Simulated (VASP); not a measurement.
Ga2Ge2O3:

```
CELL_PARAMETERS angstrom
-4.04900 4.04900 4.04900
4.04900 -4.04900 4.04900
4.04900 4.04900 -4.04900
ATOMIC_POSITIONS crystal
Ga 0.50000 0.00000 0.05709
Ga 0.05709 0.50000 0.00000
Ga 0.00000 0.05709 0.50000
Ga 0.44291 0.44291 0.44291
Ge 0.02124 0.02124 0.02124
Ge 0.00000 0.47876 0.50000
Ge 0.50000 0.00000 0.47876
Ge 0.47876 0.50000 0.00000
O 0.28766 0.03766 0.25000
O 0.21234 0.46234 0.75000
O 0.75000 0.21234 0.46234
O 0.25000 0.28766 0.03766
O 0.46234 0.75000 0.21234
O 0.03766 0.25000 0.28766
```

The cell was built by a generator and needn't be a form met in nature.

```yaml
Program: VASP 6.6.1
Task: relaxation of cell and atoms
Functional: PBE
Potentials_or_basis: VASP PAW PBE potentials, release 64 (Ga_d, Ge_d, O)
Cutoff: 520 eV
k_mesh: 4 × 4 × 4
Occupations: gaussian, width 0.03 eV
Spin: no spin polarisation
```

At the start: pressure 1.2 GPa; volume 18.97 Å³/atom.

Problem. How do energy, volume and symmetry change on relaxing?

Solution. Over 37 steps the energy falls by 78.5 meV/atom and the volume is 22.46 Å³/atom (+18.4 %); space group I2_13 (No. 199, to 0.05 Å).

Step by step:
| step | energy change (eV) | largest force (eV/Å) | pressure (GPa) | volume (Å³) |
| --- | --- | --- | --- | --- |
| 1 | 0.0000 | 0.2310 | 1.23 | 265.52 |
| 2 | -0.0479 | 0.3985 | 0.34 | 271.15 |
| 3 | -0.0783 | 0.6619 | -1.01 | 280.59 |
| 4 | -0.1010 | 0.5802 | -0.93 | 282.05 |
| 5 | -0.1553 | 0.3282 | -0.65 | 286.47 |
| 6 | -0.1998 | 0.3552 | -0.06 | 295.44 |
| 7 | -0.2213 | 0.3511 | -0.10 | 296.92 |
| 8 | -0.2825 | 0.3347 | -0.27 | 301.38 |
| 9 | -0.3862 | 0.2849 | -0.65 | 310.45 |
| 10 | -0.4728 | 0.3340 | -1.39 | 329.12 |
| 11 | -0.5059 | 0.4507 | -0.95 | 328.62 |
| 12 | -0.5361 | 0.8248 | 0.40 | 327.18 |
| 13 | -0.5814 | 0.7887 | 0.32 | 327.53 |
| 14 | -0.6929 | 0.6774 | -0.03 | 328.58 |
| 15 | -0.7921 | 0.6004 | -1.11 | 330.68 |
| 16 | -0.8999 | 0.4799 | -0.32 | 326.19 |
| 17 | -1.0050 | 0.5858 | 1.83 | 312.98 |
| 18 | -1.0572 | 0.4208 | 1.24 | 312.76 |
| 19 | -1.0919 | 0.1352 | 0.22 | 312.38 |
| 20 | -1.0920 | 0.1448 | 0.24 | 312.39 |
| 21 | -1.0943 | 0.0851 | 0.16 | 313.00 |
| 22 | -1.0954 | 0.0876 | -0.16 | 314.82 |
| 23 | -1.0960 | 0.0500 | -0.08 | 314.18 |
| 24 | -1.0960 | 0.0509 | -0.01 | 314.09 |
| 25 | -1.0960 | 0.0503 | -0.09 | 314.15 |
| 26 | -1.0968 | 0.0467 | -0.03 | 314.11 |
| 27 | -1.0981 | 0.0357 | 0.01 | 314.00 |
| 28 | -1.0975 | 0.0198 | 0.15 | 313.78 |
| 29 | -1.0984 | 0.0265 | 0.08 | 313.92 |
| 30 | -1.0984 | 0.0276 | 0.06 | 313.93 |
| 31 | -1.0984 | 0.0279 | 0.07 | 313.92 |
| 32 | -1.0985 | 0.0275 | -0.06 | 314.35 |
| 33 | -1.0985 | 0.0191 | 0.00 | 314.25 |
| 34 | -1.0985 | 0.0230 | -0.04 | 314.28 |
| 35 | -1.0985 | 0.0192 | 0.00 | 314.26 |
| 36 | -1.0985 | 0.0223 | 0.00 | 314.27 |
| 37 | -1.0986 | 0.0071 | -0.01 | 314.37 |

Final structure:
```yaml
crystal:
  lattice:
    - [-4.28347, 4.28347, 4.28347]
    - [4.28347, -4.28347, 4.28347]
    - [4.28347, 4.28347, -4.28347]
  atoms:
    - { symbol: Ga, position: [0.50000, 0.00000, 0.99828] }
    - { symbol: Ga, position: [0.99828, 0.50000, 0.00000] }
    - { symbol: Ga, position: [0.00000, 0.99828, 0.50000] }
    - { symbol: Ga, position: [0.50172, 0.50172, 0.50172] }
    - { symbol: Ge, position: [0.10924, 0.10924, 0.10924] }
    - { symbol: Ge, position: [0.00000, 0.39076, 0.50000] }
    - { symbol: Ge, position: [0.50000, 0.00000, 0.39076] }
    - { symbol: Ge, position: [0.39076, 0.50000, 0.00000] }
    - { symbol: O, position: [0.40875, 0.15875, 0.25000] }
    - { symbol: O, position: [0.09125, 0.34125, 0.75000] }
    - { symbol: O, position: [0.75000, 0.09125, 0.34125] }
    - { symbol: O, position: [0.25000, 0.40875, 0.15875] }
    - { symbol: O, position: [0.34125, 0.75000, 0.09125] }
    - { symbol: O, position: [0.15875, 0.25000, 0.40875] }
```

Caveat: the volume moved by over 15 % at a fixed basis, so the end points are rough.
